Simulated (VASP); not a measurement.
```yaml
crystal:
  lattice:
    - [4.07272, 0.00000, 0.00000]
    - [0.00000, 5.03055, 0.00000]
    - [0.00000, 0.00000, 4.48543]
  atoms:
    - { symbol: Si, position: [0.50000, 0.34758, 0.75000] }
    - { symbol: Si, position: [0.50000, 0.65242, 0.25000] }
    - { symbol: Si, position: [0.00000, 0.15242, 0.25000] }
    - { symbol: Si, position: [0.00000, 0.84758, 0.75000] }
    - { symbol: O, position: [0.26878, 0.61786, 0.58047] }
    - { symbol: O, position: [0.73122, 0.38214, 0.41953] }
    - { symbol: O, position: [0.23122, 0.88214, 0.08047] }
    - { symbol: O, position: [0.76878, 0.11786, 0.91953] }
    - { symbol: O, position: [0.76878, 0.88214, 0.41953] }
    - { symbol: O, position: [0.23122, 0.11786, 0.58047] }
    - { symbol: O, position: [0.73122, 0.61786, 0.91953] }
    - { symbol: O, position: [0.26878, 0.38214, 0.08047] }
```

Method: r2SCAN meta-GGA, VASP's PBE PAW potentials (set 64) (plane waves; VASP 6.6.1). Run with 520 eV cut-off, 6×5×6 Γ-centred mesh, tetrahedra with Blöchl corrections, potentials Si O.

**Question.** Tabulate the total density of states (states/eV per cell) against energy (eV; zero at the valence-band maximum or, without a gap, the Fermi level).

**Answer.** 
(E (eV), DOS (states/eV)): (-9.97, 3.06); (-9.49, 4.33); (-8.89, 1.54); (-8.41, 3.48); (-7.93, 2.28); (-7.45, 3.94); (-6.85, 3.21); (-6.37, 5.49); (-5.89, 6.04); (-5.41, 6.75); (-4.81, 3.26); (-4.33, 5.60); (-3.85, 6.10); (-3.37, 5.61); (-2.77, 6.60); (-2.29, 5.05); (-1.81, 6.24); (-1.33, 4.62); (-0.73, 4.57); (-0.25, 2.62); (0.23, 0.00); (0.71, 0.00); (1.31, 0.00); (1.79, 0.00); (2.27, 0.00); (2.75, 0.00); (3.35, 0.00); (3.83, 0.00); (4.31, 0.00); (4.79, 0.00); (5.39, 0.00); (5.87, 0.00); (6.35, 0.00); (6.83, 0.01); (7.43, 0.20); (7.91, 0.41); (8.39, 1.97); (8.87, 4.08); (9.47, 2.23); (9.95, 2.86)
Within 2 eV below the valence-band maximum the largest weight inside VASP's projection spheres is O p.

The structure comes from a computed database's SiO2 entry (Pbcn); how it stands against other phases isn't given here. It was relaxed first.
